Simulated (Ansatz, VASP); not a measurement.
This is a calculation of Tc3Sn for VASP 6.6.1. The cell comes from a database or a generator and needn't be the stable form of this composition.

INCAR

```
PREC = Accurate
ENCUT = 550
EDIFF = 1E-6
ISMEAR = 0
SIGMA = 0.05
LREAL = F
LASPH = T
NELM = 80
ALGO = Normal
ISIF = 2
LWAVE = F
LCHARG = T
GGA = PS
LELF = T
LVHAR = T
NBANDS = 69
```

KPOINTS

```
Automatic mesh
0
Gamma
  6 6 6
```

POSCAR

```
Tc3Sn
1.0
    5.6533577208      0.0000000000      0.0000000000
   -2.8266788604      4.8959514029      0.0000000000
    0.0000000000      0.0000000000      4.6031360000
Sn Tc
2 6
Direct
    0.3333333333      0.6666666667      0.7500000000
    0.6666666667      0.3333333333      0.2500000000
    0.1649190050      0.3298380100      0.2500000000
    0.1649190050      0.8350809950      0.2500000000
    0.6701619900      0.8350809950      0.2500000000
    0.8350809950      0.6701619900      0.7500000000
    0.8350809950      0.1649190050      0.7500000000
    0.3298380100      0.1649190050      0.7500000000
```

Potentials or basis: VASP PAW PBE potentials, release 64 (Sn_d_GW, Tc_sv_GW).

Command:

```console
$ cat potpaw_PBE.64/Sn_d_GW/POTCAR potpaw_PBE.64/Tc_sv_GW/POTCAR > POTCAR
$ mpirun -np 1 vasp_std > vasp.out
```

**Question.** Set up the same calculation for Ansatz 0.2.0. Potentials or basis there: Ansatz PAW (files of its older set among them), cutoff 500 eV.

**Answer.** As run (cutoffs and basis follow the program's own potentials, and thresholds, step limits or extra output files can differ):

File input.yaml:

```yaml
crystal:
  lattice:
    - [5.6533577208, 0.0, 0.0]
    - [-2.8266788604, 4.8959514029, 0.0]
    - [0.0, 0.0, 4.603136]
  atoms:
    - { symbol: Sn, position: [0.3333333333, 0.6666666667, 0.75] }
    - { symbol: Sn, position: [0.6666666667, 0.3333333333, 0.25] }
    - { symbol: Tc, position: [0.164919005, 0.32983801, 0.25] }
    - { symbol: Tc, position: [0.164919005, 0.835080995, 0.25] }
    - { symbol: Tc, position: [0.67016199, 0.835080995, 0.25] }
    - { symbol: Tc, position: [0.835080995, 0.67016199, 0.75] }
    - { symbol: Tc, position: [0.835080995, 0.164919005, 0.75] }
    - { symbol: Tc, position: [0.32983801, 0.164919005, 0.75] }
hamiltonian:
  xc: pbesol
  pseudopotentials: { kind: paw }
kpoints:
  mp_grid: { grid: [6, 6, 6] }
scf:
  occupations: { method: gaussian, width: 0.05 }
output:
  forces: true
  stress: true
  eigenvalues: true
```

Potentials or basis: Ansatz PAW earlier set.

The run is started by

```sh
$ ansatz run input.yaml --threads 4 --pin off --max-ram 11264MiB --backend cpu --events-out ev --progress --plain --runs-dir out
```

Both were run:

|  | VASP | Ansatz |
| --- | --- | --- |
| Pressure | -10.4 GPa | -9.2 GPa |
| Largest force | 0.084 eV/Å | 0.089 eV/Å |

Ansatz's pressure holds a Pulay term of +0.02 GPa for its cutoff of 500 eV, which the other run lacks.

VASP's potentials were made for PBE. Ansatz's potentials were made for PBE.

Where Ansatz's input types no cutoff or centring, it takes its own default and a Γ-centred mesh.

The cell lies far from this level's equilibrium.

Pressure is positive in compression.
